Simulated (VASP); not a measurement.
The system is YNb3N6.

```
Y Nb N
1.0
     0.00000    4.04239    4.04239
     4.04239    0.00000    4.04239
     4.04239    4.04239    0.00000
Y Nb N
1 3 6
Direct
  0.00000 0.00000 0.00000
  0.25000 0.25000 0.25000
  0.75000 0.75000 0.75000
  0.50000 0.50000 0.50000
  0.78274 0.21726 0.21726
  0.21726 0.78274 0.78274
  0.21726 0.78274 0.21726
  0.78274 0.21726 0.78274
  0.21726 0.21726 0.78274
  0.78274 0.78274 0.21726
```

The cell was built by a generator and needn't be a form met in nature.

The cell isn't the ideal one: species swapped into the Ba3MoO6 type (Fm-3m, No. 225).

| Item | Value |
| --- | --- |
| Program | VASP 6.6.1 |
| Task | relaxation of cell and atoms |
| Functional | PBE |
| Potentials or basis | VASP PAW PBE potentials, release 64 (Y_sv, Nb_sv, N) |
| Cutoff | 600 eV |
| k mesh | 4 × 4 × 4 |
| Occupations | gaussian, width 0.1 eV |
| Spin | no spin polarisation |

At the start: pressure 17.5 GPa; volume 13.21 Å³/atom.

**Question.** How do energy, volume and symmetry change on relaxing?

**Answer.** Over 9 steps the energy falls by 1564.1 meV/atom and the volume is 13.77 Å³/atom (+4.2 %); space group Fm-3m (No. 225, to 0.05 Å).

The path:
```tsv
step	energy change (eV)	largest force (eV/Å)	pressure (GPa)	volume (Å³)
1	0.0000	14.3098	17.46	132.11
2	0.8635	16.1250	23.25	161.60
3	-15.4088	0.5578	-6.92	146.03
4	-15.4644	0.1877	-7.19	145.24
5	-15.4645	0.4416	-7.22	144.97
6	-15.4891	1.2108	6.49	133.19
7	-15.6298	0.3518	-0.67	138.63
8	-15.6379	0.1931	0.26	137.22
9	-15.6408	0.0047	-0.07	137.70
```

Final structure:
```
CELL_PARAMETERS angstrom
0.00000 4.09855 4.09855
4.09855 0.00000 4.09855
4.09855 4.09855 0.00000
ATOMIC_POSITIONS crystal
Y 0.00000 0.00000 0.00000
Nb 0.25000 0.25000 0.25000
Nb 0.75000 0.75000 0.75000
Nb 0.50000 0.50000 0.50000
N 0.74087 0.25913 0.25913
N 0.25913 0.74087 0.74087
N 0.25913 0.74087 0.25913
N 0.74087 0.25913 0.74087
N 0.25913 0.25913 0.74087
N 0.74087 0.74087 0.25913
```
